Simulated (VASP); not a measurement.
Input for VASP

### POSCAR
```
Ta2As
1
    4.2440640000     0.0000000000     0.0000000000
   -2.1220320000     3.6754670000     0.0000000000
    0.0000000000     0.0000000000     5.2001440000
As Ta
2 4
Direct
  0.3333330000   0.6666670000   0.2500000000
  0.6666670000   0.3333330000   0.7500000000
  0.0000000000   0.0000000000   0.0000000000
  0.0000000000   0.0000000000   0.5000000000
  0.3333330000   0.6666670000   0.7500000000
  0.6666670000   0.3333330000   0.2500000000
```

### INCAR
```
ENCUT = 300
PREC = Accurate
LMAXMIX = 6
ISIF = 2   # forces and stress, cell fixed
ALGO = Normal
SYSTEM = Ta2As
NELM = 100   # most electronic steps
LASPH = T   # aspherical one-centre terms
LWAVE = F
SIGMA = 0.1   # width (eV)
LCHARG = F
ISMEAR = 0   # Gaussian
GGA = PE   # PBE
EDIFF = 1E-6   # SCF stop (eV)
LREAL = F   # projection in real space or not
```

### KPOINTS
```
K-points
0
gamma
 4 4 3
0 0 0
```

POTCAR, in this order: As Ta_pv (PBE.64 set). Program: vasp_std.

**Question.** Write an equivalent input for Quantum ESPRESSO's pw.x.

**Answer.** One equivalent input (not run):
```
&CONTROL
  calculation = 'scf'
  pseudo_dir = './pseudo'
  outdir = './out'
  tprnfor = .true.
  tstress = .true.
/
&SYSTEM
  ibrav = 0
  nat = 6
  ntyp = 2
  ecutwfc = 84
  occupations = 'smearing'
  smearing = 'gaussian'
  degauss = 0.00735
  input_dft = 'pbe'
/
&ELECTRONS
  conv_thr = 7.3e-08
  electron_maxstep = 100
/
ATOMIC_SPECIES
  As 74.922 As.upf
  Ta 180.948 Ta.upf
CELL_PARAMETERS angstrom
     4.2440640    0.0000000    0.0000000
    -2.1220320    3.6754670    0.0000000
     0.0000000    0.0000000    5.2001440
ATOMIC_POSITIONS crystal
  As   0.3333330  0.6666670  0.2500000
  As   0.6666670  0.3333330  0.7500000
  Ta   0.0000000  0.0000000  0.0000000
  Ta   0.0000000  0.0000000  0.5000000
  Ta   0.3333330  0.6666670  0.7500000
  Ta   0.6666670  0.3333330  0.2500000
K_POINTS automatic
  4 4 3 0 0 0
```
What does not carry over: the potentials are each code's own (VASP's PAW set, PseudoDojo norm-conserving files in pw.x), so ENCUT and ecutwfc are chosen apart and not converted; conv_thr bounds pw.x's estimated SCF error, while EDIFF bounds the energy change between steps.

The structure was generated: Ta2As was put into an ordered model structure, which need not be its known phase. The cell was not relaxed at this level. The k-mesh is coarse (spacing up to 0.43 per Å, 2π included), so the numbers may not be converged in it.
